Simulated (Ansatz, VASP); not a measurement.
# Two plane-wave programs on Os2Au

The input INCAR:

```
SYSTEM = Os2Au
PREC = Accurate
ENCUT = 600
EDIFF = 1E-6
ISMEAR = 0
SIGMA = 0.1
LREAL = .FALSE.
LASPH = .TRUE.
NELM = 80
ALGO = Normal
ISIF = 3
LWAVE = .FALSE.
LCHARG = .FALSE.
GGA = PE
IBRION = 2
NSW = 90
EDIFFG = -0.04
```

File KPOINTS:

```
regular mesh
0
G
  6 6 6
  0 0 0
```

POSCAR

```
Os2Au
1.0
    4.0905829718      0.0000000000      0.0000000000
   -2.0452914859      3.5425487699      0.0000000000
    0.0000000000      0.0000000000      2.8771696209
Os Au
2 1
Direct
    0.3333333333      0.6666666667      0.5000000000
    0.6666666667      0.3333333333      0.5000000000
    0.0000000000      0.0000000000      0.0000000000
```

Input for Ansatz:

```yaml
crystal:
  lattice:
    - [4.0905829718, 0.0, 0.0]
    - [-2.0452914859, 3.5425487699, 0.0]
    - [0.0, 0.0, 2.8771696209]
  atoms:
    - { symbol: Os, position: [0.3333333333, 0.6666666667, 0.5] }
    - { symbol: Os, position: [0.6666666667, 0.3333333333, 0.5] }
    - { symbol: Au, position: [0.0, 0.0, 0.0] }
basis:
  ecutwfc: 420
kpoints:
  mp_grid: { grid: [6, 6, 6] }
hamiltonian:
  xc: pbe
scf:
  occupations: { method: gaussian, width: 0.1 }
  lower_state_search: "off"
output:
  forces: true
  stress: true
  eigenvalues: true
relax:
  adjacent_minimum: "off"
  f_tol: 0.04
  max_steps: 70
  cell: { stress_tol: 0.4 }
```

Alike in both runs: task relaxation of cell and atoms; functional PBE; k mesh 6 × 6 × 6; occupations gaussian, width 0.1 eV; no spin polarisation.

```csv
,VASP,Ansatz
version,VASP 6.6.1,Ansatz 0.2.0
potentials or method,"VASP PAW PBE potentials, release 64 (Os, Au)","scalar-relativistic, plane waves, PAW"
plane-wave cutoff (eV),600,420
valence electrons in the cell,27,51
```

Ansatz gave:

```
gap on the k mesh at the Fermi level, each at its own relaxed structure (eV) : none
relaxed volume (Å³/atom)                                                     : 15.81
relaxed cell length with the largest relative difference (Å)                 : 2.803
energy change over the relaxation (meV/atom)                                 : -407
```

Problem. Estimate VASP's values.

Solution. gap on the k mesh at the Fermi level, each at its own relaxed structure (eV): none; relaxed volume (Å³/atom): 15.79; relaxed cell length with the largest relative difference (Å): 2.799; energy change over the relaxation (meV/atom): -402.

A gap of «none» marks a metal or a gap that the smearing closes. The two sets of potentials don't hold the same shells in valence.

Caveats: the k mesh is coarse (spacing up to 0.36 Å⁻¹), so the values aren't converged. Spin-orbit coupling is left out, which matters for the levels of Au, Os.
